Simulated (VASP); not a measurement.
A run of VASP 6.6.1 is set up as follows.

The input INCAR:

```
SYSTEM = Ga2H13N4F8
  PREC = Accurate
  ENCUT = 520
  EDIFF = 1E-6
  ISMEAR = -1
  SIGMA = 0.05
  LREAL = Auto
  LASPH = .True.
  NELM = 80
  ALGO = Fast
  ISIF = 2
  LWAVE = .False.
  LCHARG = .True.
  GGA = PS
  LELF = .True.
  LVHAR = .True.
  NBANDS = 76
```

File KPOINTS:

```
Automatic mesh
0
Gamma
  2 2 2
  0 0 0
```

POSCAR

```
Ga2H13N4F8
1.0
    5.3580880000     -3.4262370000      0.0000000000
    5.3580880000      3.4262370000      0.0000000000
   -3.6942100000      0.0000000000      6.6150590000
Ga H N F
2 13 4 8
Direct
    0.0202547134      0.0079379940     -0.0085108840
   -0.0118456665      0.0092853878      0.5123914995
    0.2362564571      0.2865448639      1.0240120307
    0.3465763293      0.5365806985      0.6251493751
    0.3289791989      0.4157799661      0.7773475641
    0.6184236510      0.3546648976      0.7905598423
    0.8088291240      0.7567603384      1.0237550413
    0.6060462392      0.8876671546      0.8263871872
    0.4263616876      0.2452883994      0.5790575715
    0.3570730628      0.1896298883      0.2493855308
    0.0913240889      0.4250429764      0.2100963877
    0.4344111326      0.7073928324      0.4118028275
    0.6345590477      0.6028332797      0.2694911716
    0.6343936340      0.4159323892      0.3803896534
    0.8240705278      0.6689148862     -0.2206027187
    0.7748037054      0.8179705967      0.9068853354
    0.4356340515      0.3965824622      0.6900769895
    0.5546272718      0.5693081009      0.3372154353
    0.2158528081      0.2425876779      0.1302482714
    0.3063942655      0.7366622242     -0.0133483314
    0.7892386713      0.3094703423     -0.0410427178
    0.0223499066      0.0349293049      0.2778962365
    0.3250030110      0.9235605539      0.6235469706
    1.0659498391      0.2892084753      0.7127525242
    0.0203934319      0.6790752452      0.3820071748
    0.6653704812      0.1128109239      0.4014023155
    0.9106891073      0.9394086617      0.7044230445
```

Potentials or basis: VASP PAW PBE potentials, release 64 (Ga_d, H, N, F).

Run with:

```console
$ cat potpaw_PBE.64/Ga_d/POTCAR potpaw_PBE.64/H/POTCAR potpaw_PBE.64/N/POTCAR potpaw_PBE.64/F/POTCAR > POTCAR
$ mpirun -np 1 vasp_std > vasp.out
```

(1) Predict the pressure.

(2) Estimate the band gap on the k mesh.

(3) Predict the largest force.

Results:

(1) 1.1 GPa.

(2) none (metal or under the smearing width).

(3) 3.814 eV/Å.

Caveat: the k mesh is coarse (spacing up to 0.57 Å⁻¹), so the values aren't converged; the PAW data sets were made with another functional, which shifts forces and pressure a little; an odd number of electrons without spin polarisation forces a metal; a magnetic or distorted state may lie lower.
